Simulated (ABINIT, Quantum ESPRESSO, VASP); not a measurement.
# H₄BrN (P1, 6 atoms in the cell) computed with different codes at matched settings

Self-consistent single point, at a second geometry (atoms moved at random). First geometry:

```xyz
6
Lattice="4.0001 0.0000 0.0000 0.0000 4.0001 0.0000 0.0000 0.0000 4.0001" Properties=species:S:1:pos:R:3 pbc="T T T"
H      0.5969     0.5969     3.4032
H      0.5969     3.4032     0.5969
H      3.4032     3.4032     3.4032
H      3.4032     0.5969     0.5969
Br     2.0000     2.0000     2.0000
N      0.0000     0.0000     0.0000
```

Second geometry:
```
H4BrN
1.0
    4.00010     0.00000     0.00000
    0.00000     4.00010     0.00000
    0.00000     0.00000     4.00010
H Br N
4 1 1
Cartesian
  0.56705   0.54367   3.35646
  0.62244   3.38481   0.63739
  3.42501   3.42680   3.37519
  3.40116   0.61733   0.54297
  1.93417   2.01611   2.02897
  0.05043   0.01154   0.05926
```

Shared settings, as Quantum ESPRESSO writes them: occupations = fixed; K_POINTS = automatic 4 4 4 0 0 0. Potentials and cutoffs stand in the table.

```tsv
code	model	ΔF from the first geometry (meV/atom)	pressure (GPa)	largest force (eV/Å)	gap on the mesh (eV)	cutoff
Quantum ESPRESSO	PBEsol, GBRV 1.5 ultrasoft (PBESOL) pseudopotentials	31.1	1.77	3.556	4.027	40 Ry
ABINIT	PBEsol, norm-conserving pseudopotentials (PseudoDojo nc-sr-04 PBEsol standard)	31.4	0.72	3.493	4.034	84 Ry
VASP	PBEsol, VASP's PBE PAW potentials (set 64)	30.9	-0.74	3.472	4.028	400 eV
```

Size of the force on each atom (eV/Å): Sizes of forces hide their directions.

```
code                 H1     H2     H3     H4    Br5     N6
----------------  -----  -----  -----  -----  -----  -----
Quantum ESPRESSO  1.543  0.977  1.190  1.639  0.165  3.556
ABINIT            1.266  0.653  1.348  1.275  0.166  3.493
VASP              1.394  0.804  1.236  1.437  0.166  3.472
```

Gaps are read on the mesh.

The spread over the programs that give each value: ΔF from the first geometry within 0.5 meV/atom; pressure within 2.51 GPa; largest force within 0.084 eV/Å; gap on the mesh within 0.007 eV.

VASP's run is marked for a possible Pulay error in its stress at this cutoff; no cutoff test was made.

VASP ran the fixed occupations as a Gaussian smearing of 0.01 eV.

The starting cell comes from a database of computed structures (which also holds hypothetical and non-ambient phases and stackings), without a prior relaxation at this level. For this run, on top of that: atoms moved at random.

Left out of this page: Ansatz, GPAW, CP2K and SIESTA (not drawn, or without a comparable value).
